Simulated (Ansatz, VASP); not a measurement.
# Ti (Titanium): VASP beside Ansatz

Wanted: the spread between two codes on one cell, functional and k mesh. The cell is taken from a series of runs on this material, whose earlier steps may have relaxed, scaled, displaced or heated it; both programs get it as it stands.

Main program and level: Ansatz 0.2.0; plane waves, with VASP 6.6.1 beside it; zone-centre phonons at LDA.

**1. The starting structure**

Symmetry: P6_3/mmc, No. 194, hexagonal system. Conventional cell: a = 2.873 Å, b = 2.873 Å, c = 4.489 Å, α = 90.00°, β = 90.00°, γ = 120.00°. Nearest to Ti lie 12 Ti at 2.79 to 2.87 Å.

Coordinates:

```cif
data_structure
_symmetry_space_group_name_H-M 'P6_3/mmc'
_symmetry_Int_Tables_number 194
_cell_length_a 2.8730
_cell_length_b 2.8730
_cell_length_c 4.4887
_cell_angle_alpha 90.000
_cell_angle_beta 90.000
_cell_angle_gamma 120.000
_cell_volume 32.09
loop_
_atom_site_label
_atom_site_type_symbol
_atom_site_symmetry_multiplicity
_atom_site_Wyckoff_symbol
_atom_site_fract_x
_atom_site_fract_y
_atom_site_fract_z
_atom_site_occupancy
Ti1 Ti 2 c 0.33333 0.66667 0.25000 1
```

**2. VASP: zone-centre phonons, LDA**

Second derivatives magnify differences that forces hide, and they need a tight electronic threshold.

Lines of VASP's logs that name or quote its potential files are left out, and so is its time.

Contents of INCAR:

```
SYSTEM = Ti
PREC = Accurate
ENCUT = 500
EDIFF = 1E-08
NELM = 120
ISMEAR = 1
SIGMA = 0.2
LREAL = .FALSE.
ALGO = Normal
GGA = CA
NBANDS = 18
LASPH = .TRUE.
LORBIT = 11
LWAVE = .FALSE.
LCHARG = .FALSE.
ISIF = 2
IBRION = 8
GGA_COMPAT = .FALSE.
KPAR = 2
```

Contents of POSCAR:

```
Ti
1.0
    2.8729703071      0.0000000000      0.0000000000
   -1.4364851536      2.4880652702      0.0000000000
    0.0000000000      0.0000000000      4.4886540358
Ti
2
Direct
    0.3333335903      0.6666664097      0.2500000000
    0.6666664097      0.3333335903      0.7500000000
```

Contents of KPOINTS:

```
Automatic mesh
0
Gamma
18 18 12
0 0 0
```

Potentials, in the order of the species: Ti_sv (LDA family, release 64).

On the command line:

```console
$ mpirun -np 2 vasp_std
```

Numbers of over 12 decimals in the logs are rounded to 6 here.

What it wrote:

```text
[banner, memory and clock lines left out]
running    2 mpi-ranks, on    1 nodes
 distrk:  each k-point on    1 cores,    2 groups
 distr:  one band on    1 cores,    1 groups

 POSCAR found type information on POSCAR Ti
 POSCAR found :  1 types and       2 ions
 LDA part: xc-table for (Slater(with rela. corr.)+CA(PZ))
 , standard interpolation
 POSCAR, INCAR and KPOINTS ok, starting setup
 FFT: planning ... GRIDC
 FFT: planning ... GRID_SOFT
 FFT: planning ... GRID
 WAVECAR not read
 entering main loop
       N       E                     dE             d eps       ncg     rms          rms(c)
DAV:   1     0.250683840618E+03    0.25068E+03   -0.12983E+04  9356   0.164E+03
DAV:   2     0.102405969765E+02   -0.24044E+03   -0.23723E+03  9492   0.449E+02
DAV:   3    -0.178482534644E+02   -0.28089E+02   -0.27761E+02 17350   0.126E+02
DAV:   4    -0.189557837597E+02   -0.11075E+01   -0.11067E+01 10728   0.261E+01
DAV:   5    -0.190068894549E+02   -0.51106E-01   -0.51095E-01 14250   0.406E+00    0.125E+01
DAV:   6    -0.170988718480E+02    0.19080E+01   -0.68618E+00 11042   0.274E+01    0.335E+00
DAV:   7    -0.170774210739E+02    0.21451E-01   -0.75398E-01 14178   0.641E+00    0.206E+00
DAV:   8    -0.171056108473E+02   -0.28190E-01   -0.23600E-01 10662   0.607E+00    0.775E-01
DAV:   9    -0.170962191731E+02    0.93917E-02   -0.50097E-02 10690   0.257E+00    0.832E-02
DAV:  10    -0.170967209786E+02   -0.50181E-03   -0.33355E-03 13450   0.379E-01    0.927E-02
DAV:  11    -0.170967313987E+02   -0.10420E-04   -0.20376E-04 12184   0.125E-01    0.417E-02
DAV:  12    -0.170967199597E+02    0.11439E-04   -0.44164E-05 11028   0.658E-02    0.386E-03
DAV:  13    -0.170967195599E+02    0.39989E-06   -0.24974E-06 13326   0.119E-02    0.297E-03
DAV:  14    -0.170967198581E+02   -0.29819E-06   -0.57349E-07 10044   0.710E-03    0.128E-03
DAV:  15    -0.170967198351E+02    0.22934E-07   -0.67741E-08 10974   0.169E-03    0.924E-05
DAV:  16    -0.170967198333E+02    0.18067E-08   -0.20076E-09  5352   0.423E-04
   1 F= -.17096720E+02 E0= -.17097967E+02  d E =0.374006E-02
 Linear response reoptimize wavefunctions to high precision
DAV:   1    -0.170967198350E+02   -0.16516E-08   -0.38329E-10  5720   0.166E-04
DAV:   2    -0.170967198350E+02   -0.20464E-10   -0.11143E-10  5190   0.803E-05
 Linear response DOF=           2
 Linear response progress:
  Degree of freedom:   1/  2
       N       E                     dE             d eps       ncg     rms          rms(c)
 HAMIL_LR internal error: the vector H(1)-e(1) S(1) |phi(0)> is not orthogonal t
 o |phi(0)>         261           2  1.018737401199399E-004
 HAMIL_LR internal error: the vector H(1)-e(1) S(1) |phi(0)> is not orthogonal t
 o |phi(0)>         260           1  1.931150078187345E-004
 HAMIL_LR internal error: the vector H(1)-e(1) S(1) |phi(0)> is not orthogonal t
 o |phi(0)>         260           2  2.038066001261996E-004
 HAMIL_LR internal error: the vector H(1)-e(1) S(1) |phi(0)> is not orthogonal t
 o |phi(0)>         261           9 -5.339166312462256E-004
 HAMIL_LR internal error: the vector H(1)-e(1) S(1) |phi(0)> is not orthogonal t
 o |phi(0)>         261          10 -2.991835381532526E-004
 HAMIL_LR internal error: the vector H(1)-e(1) S(1) |phi(0)> is not orthogonal t
 o |phi(0)>         261          12 -1.025848025490786E-004
 HAMIL_LR internal error: the vector H(1)-e(1) S(1) |phi(0)> is not orthogonal t
 o |phi(0)>         261          15 -1.449921903514950E-004
 HAMIL_LR internal error: the vector H(1)-e(1) S(1) |phi(0)> is not orthogonal t
 o |phi(0)>         261          16 -1.118409515451016E-004
 HAMIL_LR internal error: the vector H(1)-e(1) S(1) |phi(0)> is not orthogonal t
 o |phi(0)>         261          17 -1.690907998246824E-004
 HAMIL_LR internal error: the vector H(1)-e(1) S(1) |phi(0)> is not orthogonal t
 o |phi(0)>         260           9 -1.081643427758744E-003
 HAMIL_LR internal error: the vector H(1)-e(1) S(1) |phi(0)> is not orthogonal t
 o |phi(0)>         260          10 -6.198243837514938E-004
 HAMIL_LR internal error: the vector H(1)-e(1) S(1) |phi(0)> is not orthogonal t
 o |phi(0)>         260          11 -1.630592464237912E-004
 HAMIL_LR internal error: the vector H(1)-e(1) S(1) |phi(0)> is not orthogonal t
 o |phi(0)>         260          12 -2.062971841482186E-004
 HAMIL_LR internal error: the vector H(1)-e(1) S(1) |phi(0)> is not orthogonal t
 o |phi(0)>         263           2  1.019428011036910E-004
 HAMIL_LR internal error: the vector H(1)-e(1) S(1) |phi(0)> is not orthogonal t
 o |phi(0)>         260          14 -1.206710402469752E-004
 HAMIL_LR internal error: the vector H(1)-e(1) S(1) |phi(0)> is not orthogonal t
 o |phi(0)>         260          15 -1.944266191046262E-004
 HAMIL_LR internal error: the vector H(1)-e(1) S(1) |phi(0)> is not orthogonal t
 o |phi(0)>         260          16 -2.251305168743285E-004
 HAMIL_LR internal error: the vector H(1)-e(1) S(1) |phi(0)> is not orthogonal t
[...]
o |phi(0)>         393          12 -1.143774625565752E-004
 HAMIL_LR internal error: the vector H(1)-e(1) S(1) |phi(0)> is not orthogonal t
 o |phi(0)>         382          13 -1.699263310910443E-004
 HAMIL_LR internal error: the vector H(1)-e(1) S(1) |phi(0)> is not orthogonal t
 o |phi(0)>         382          15  1.074892858208276E-004
[...]
o |phi(0)>         361          10  1.092370956071176E-004
 HAMIL_LR internal error: the vector H(1)-e(1) S(1) |phi(0)> is not orthogonal t
 o |phi(0)>         381          13 -1.170999182140697E-004
 HAMIL_LR internal error: the vector H(1)-e(1) S(1) |phi(0)> is not orthogonal t
 o |phi(0)>         360          13 -1.069850606390046E-004
 HAMIL_LR internal error: the vector H(1)-e(1) S(1) |phi(0)> is not orthogonal t
 o |phi(0)>         387          13 -1.676886012341450E-004
 HAMIL_LR internal error: the vector H(1)-e(1) S(1) |phi(0)> is not orthogonal t
 o |phi(0)>         364          12 -1.270547264400623E-004
 HAMIL_LR internal error: the vector H(1)-e(1) S(1) |phi(0)> is not orthogonal t
 o |phi(0)>         391          13 -1.966889503020042E-004
 HAMIL_LR internal error: the vector H(1)-e(1) S(1) |phi(0)> is not orthogonal t
 o |phi(0)>         391          14  1.214693642912629E-004
 HAMIL_LR internal error: the vector H(1)-e(1) S(1) |phi(0)> is not orthogonal t
 o |phi(0)>         393          12 -1.143774769210570E-004
 HAMIL_LR internal error: the vector H(1)-e(1) S(1) |phi(0)> is not orthogonal t
 o |phi(0)>         366          12 -1.220994873912806E-004
 HAMIL_LR internal error: the vector H(1)-e(1) S(1) |phi(0)> is not orthogonal t
 o |phi(0)>         382          13 -1.699263541100476E-004
 HAMIL_LR internal error: the vector H(1)-e(1) S(1) |phi(0)> is not orthogonal t
 o |phi(0)>         382          15  1.074893012124045E-004
 HAMIL_LR internal error: the vector H(1)-e(1) S(1) |phi(0)> is not orthogonal t
 o |phi(0)>         388           9 -1.044395490552158E-004
 HAMIL_LR internal error: the vector H(1)-e(1) S(1) |phi(0)> is not orthogonal t
 o |phi(0)>         388          10  1.153213752887530E-004
 HAMIL_LR internal error: the vector H(1)-e(1) S(1) |phi(0)> is not orthogonal t
 o |phi(0)>         390          13 -1.251881852357140E-004
RMM:  20    -0.615076103078E+00   -0.37747E-07   -0.17780E-06 35797   0.577E-04    0.454E-05
 HAMIL_LR internal error: the vector H(1)-e(1) S(1) |phi(0)> is not orthogonal t
 o |phi(0)>         282          17 -1.297395686537528E-004
 HAMIL_LR internal error: the vector H(1)-e(1) S(1) |phi(0)> is not orthogonal t
 o |phi(0)>         282          18  1.821486402382513E-004
 HAMIL_LR internal error: the vector H(1)-e(1) S(1) |phi(0)> is not orthogonal t
 o |phi(0)>         279          18  1.282418390108203E-004
 HAMIL_LR internal error: the vector H(1)-e(1) S(1) |phi(0)> is not orthogonal t
 o |phi(0)>         286          10 -1.100994185678980E-004
 HAMIL_LR internal error: the vector H(1)-e(1) S(1) |phi(0)> is not orthogonal t
 o |phi(0)>         283          11 -1.309577176021315E-004
 HAMIL_LR internal error: the vector H(1)-e(1) S(1) |phi(0)> is not orthogonal t
 o |phi(0)>         283          17 -1.035328419847215E-004
 HAMIL_LR internal error: the vector H(1)-e(1) S(1) |phi(0)> is not orthogonal t
 o |phi(0)>         283          18  1.681812527516043E-004
 HAMIL_LR internal error: the vector H(1)-e(1) S(1) |phi(0)> is not orthogonal t
 o |phi(0)>         285           9  1.175210824131689E-004
 HAMIL_LR internal error: the vector H(1)-e(1) S(1) |phi(0)> is not orthogonal t
 o |phi(0)>         285          10 -1.481582139592486E-004
 HAMIL_LR internal error: the vector H(1)-e(1) S(1) |phi(0)> is not orthogonal t
 o |phi(0)>         306          18  1.048225281064519E-004
 HAMIL_LR internal error: the vector H(1)-e(1) S(1) |phi(0)> is not orthogonal t
 o |phi(0)>         310          11 -1.357260053484188E-004
 HAMIL_LR internal error: the vector H(1)-e(1) S(1) |phi(0)> is not orthogonal t
 o |phi(0)>         305          18  1.077031455485322E-004
 HAMIL_LR internal error: the vector H(1)-e(1) S(1) |phi(0)> is not orthogonal t
 o |phi(0)>         313           9  1.014534575017600E-004
 HAMIL_LR internal error: the vector H(1)-e(1) S(1) |phi(0)> is not orthogonal t
 o |phi(0)>         313          10 -1.567844898820794E-004
 HAMIL_LR internal error: the vector H(1)-e(1) S(1) |phi(0)> is not orthogonal t
 o |phi(0)>         328          18  1.024720759106867E-004
 HAMIL_LR internal error: the vector H(1)-e(1) S(1) |phi(0)> is not orthogonal t
 o |phi(0)>         337          12 -1.006722129776871E-004
 HAMIL_LR internal error: the vector H(1)-e(1) S(1) |phi(0)> is not orthogonal t
 o |phi(0)>         360          13 -1.069849931719727E-004
 HAMIL_LR internal error: the vector H(1)-e(1) S(1) |phi(0)> is not orthogonal t
 o |phi(0)>         355          13 -1.367700854997822E-004
 HAMIL_LR internal error: the vector H(1)-e(1) S(1) |phi(0)> is not orthogonal t
 o |phi(0)>         364          12 -1.270546190913768E-004
 HAMIL_LR internal error: the vector H(1)-e(1) S(1) |phi(0)> is not orthogonal t
 o |phi(0)>         361          10  1.092370140150234E-004
 HAMIL_LR internal error: the vector H(1)-e(1) S(1) |phi(0)> is not orthogonal t
 o |phi(0)>         366          12 -1.220993938940707E-004
 HAMIL_LR internal error: the vector H(1)-e(1) S(1) |phi(0)> is not orthogonal t
 o |phi(0)>         382          13 -1.699262375163407E-004
 HAMIL_LR internal error: the vector H(1)-e(1) S(1) |phi(0)> is not orthogonal t
 o |phi(0)>         382          15  1.074892288048801E-004
 HAMIL_LR internal error: the vector H(1)-e(1) S(1) |phi(0)> is not orthogonal t
 o |phi(0)>         381          13 -1.170998360951470E-004
 HAMIL_LR internal error: the vector H(1)-e(1) S(1) |phi(0)> is not orthogonal t
 o |phi(0)>         388           9 -1.044394727617547E-004
 HAMIL_LR internal error: the vector H(1)-e(1) S(1) |phi(0)> is not orthogonal t
 o |phi(0)>         388          10  1.153212896405076E-004
 HAMIL_LR internal error: the vector H(1)-e(1) S(1) |phi(0)> is not orthogonal t
 o |phi(0)>         390          13 -1.251881015496559E-004
 HAMIL_LR internal error: the vector H(1)-e(1) S(1) |phi(0)> is not orthogonal t
 o |phi(0)>         387          13 -1.676884858747840E-004
 HAMIL_LR internal error: the vector H(1)-e(1) S(1) |phi(0)> is not orthogonal t
 o |phi(0)>         391          13 -1.966888131800237E-004
 HAMIL_LR internal error: the vector H(1)-e(1) S(1) |phi(0)> is not orthogonal t
 o |phi(0)>         391          14  1.214692808898937E-004
 HAMIL_LR internal error: the vector H(1)-e(1) S(1) |phi(0)> is not orthogonal t
 o |phi(0)>         393          12 -1.143774031750477E-004
RMM:  21    -0.615076197802E+00   -0.94725E-07   -0.15758E-06 33408   0.534E-04    0.425E-05
 first order change of Fermi-energy  -0.14414E-03
 force on displaced ion       1 direction 3 :  -0.000   0.000  -4.187
 Linear response finished
```

Parts of OUTCAR (step 2):

```text
ion  position               nearest neighbor table
   1  0.333  0.667  0.250-   2 2.79   2 2.79   2 2.79   2 2.79   2 2.79   2 2.79
   2  0.667  0.333  0.750-   1 2.79   1 2.79   1 2.79   1 2.79   1 2.79   1 2.79

  LATTYP: Found a hexagonal cell.
 ALAT       =     2.8729703071
 C/A-ratio  =     1.5623739740

 Subroutine GETGRP returns: Found 24 space group operations
 (whereof 12 operations were pure point group operations)

The static configuration has the point symmetry D_3d.
 The point group associated with its full space group is D_6h.

 Found    259 irreducible k-points:

   k-points           NKPTS =    259   k-points in BZ     NKDIM =    259   number of bands    NBANDS=     18

   dimension x,y,z NGX =    24 NGY =   24 NGZ =   36
   dimension x,y,z NGXF=    48 NGYF=   48 NGZF=   72

   ENCUT  =  500.0 eV  36.75 Ry    6.06 a.u.   5.24  5.24  8.18*2*pi/ulx,y,z

   NELECT =      24.0000    total number of electrons

 k-points in reciprocal lattice and weights: Automatic mesh
   0.00000000  0.00000000  0.00000000       0.000
   0.05555556  0.00000000  0.00000000       0.002
   0.11111111  0.00000000  0.00000000       0.002
   0.16666667  0.00000000  0.00000000       0.002
   0.22222222 -0.00000000  0.00000000       0.002
   0.27777778  0.00000000  0.00000000       0.002
   0.33333333  0.00000000  0.00000000       0.002
   0.38888889  0.00000000  0.00000000       0.002
   0.44444444 -0.00000000  0.00000000       0.002
[...]
0.33333333  0.27777778  0.50000000       0.003
   0.33333333  0.33333333  0.50000000       0.001

 average (electrostatic) potential at core
       1 -71.5399       2 -71.5399

  Total       -0.0486932     -0.0486932      0.2529998      0.0000000     -0.0000000      0.0000000
  in kB       -2.4314768     -2.4314768     12.6334451      0.0000000     -0.0000000      0.0000000
  external PRESSURE =       2.5901638 kB  Pullay stress =       0.0000000 kB

  energy-cutoff  :      500.00
  volume of cell :       32.09
      direct lattice vectors                 reciprocal lattice vectors
     2.872970307  0.000000000  0.000000000     0.348071819  0.200959358  0.000000000
    -1.436485154  2.488065270  0.000000000     0.000000000  0.401918717  0.000000000
     0.000000000  0.000000000  4.488654036     0.000000000  0.000000000  0.222783933

 POSITION                                       TOTAL-FORCE (eV/Angst)
 -----------------------------------------------------------------------------------
      0.00000      1.65871      1.12216        -0.000000     -0.000000      0.000000
      1.43648      0.82936      3.36649         0.000000      0.000000      0.000000
 -----------------------------------------------------------------------------------
    total drift:                               -0.000699      0.000404     -0.000013

 Eigenvectors and eigenvalues of the dynamical matrix
 ----------------------------------------------------

   1 f  =    6.537600 THz    41.076953 2PiTHz  218.070866 cm-1    27.037329 meV
             X         Y         Z           dx          dy          dz
      0.000001  1.658710  1.122164     0.000000   -0.000000    0.707107
      1.436484  0.829356  3.366491    -0.000000    0.000000   -0.707107

   2 f  =    3.456615 THz    21.718554 2PiTHz  115.300274 cm-1    14.295406 meV
             X         Y         Z           dx          dy          dz
      0.000001  1.658710  1.122164    -0.671072    0.222850    0.000000
      1.436484  0.829356  3.366491     0.671072   -0.222850   -0.000000

   3 f  =    3.456615 THz    21.718554 2PiTHz  115.300274 cm-1    14.295406 meV
             X         Y         Z           dx          dy          dz
      0.000001  1.658710  1.122164    -0.222850   -0.671072   -0.000000
      1.436484  0.829356  3.366491     0.222850    0.671072    0.000000

   4 f  =    0.000000 THz     0.000000 2PiTHz    0.000002 cm-1     0.000000 meV
             X         Y         Z           dx          dy          dz
      0.000001  1.658710  1.122164    -0.008239    0.029129    0.706459
      1.436484  0.829356  3.366491    -0.008239    0.029129    0.706459

   5 f  =    0.000000 THz     0.000000 2PiTHz    0.000001 cm-1     0.000000 meV
             X         Y         Z           dx          dy          dz
      0.000001  1.658710  1.122164     0.702415   -0.080505    0.011511
      1.436484  0.829356  3.366491     0.702415   -0.080505    0.011511

   6 f/i=    0.000000 THz     0.000000 2PiTHz    0.000002 cm-1     0.000000 meV
             X         Y         Z           dx          dy          dz
      0.000001  1.658710  1.122164     0.080905    0.701905   -0.027998
      1.436484  0.829356  3.366491     0.080905    0.701905   -0.027998

 ELASTIC MODULI CONTR FROM IONIC RELAXATION (kBar)
 Direction    XX          YY          ZZ          XY          YZ          ZX
 --------------------------------------------------------------------------------
 XX        -202.0833    202.0833      0.0000      0.0000      0.0000      0.0000
 YY         202.0833   -202.0833     -0.0000      0.0000      0.0000      0.0000
 ZZ           0.0000     -0.0000     -0.0000     -0.0000     -0.0000      0.0000
 XY           0.0000      0.0000     -0.0000   -202.0833      0.0000      0.0000
 YZ           0.0000      0.0000     -0.0000      0.0000     -0.0000      0.0000
 ZX           0.0000      0.0000      0.0000      0.0000      0.0000      0.0000
 --------------------------------------------------------------------------------
```

(Continued in part 2 of 2.)

[Lines on the potential files, build, host, timing and source positions are cut from VASP's logs without a mark.]

[Logs are printed without paths, hosts, clocks, repeated set-up lines and the standing remarks that a program may print on its own settings, such as how far it seeks lower states.]

[Hosts, paths, dates, database ids (printed as entryN), source tags and the programs' standing remarks are cut or masked in the printed files.]
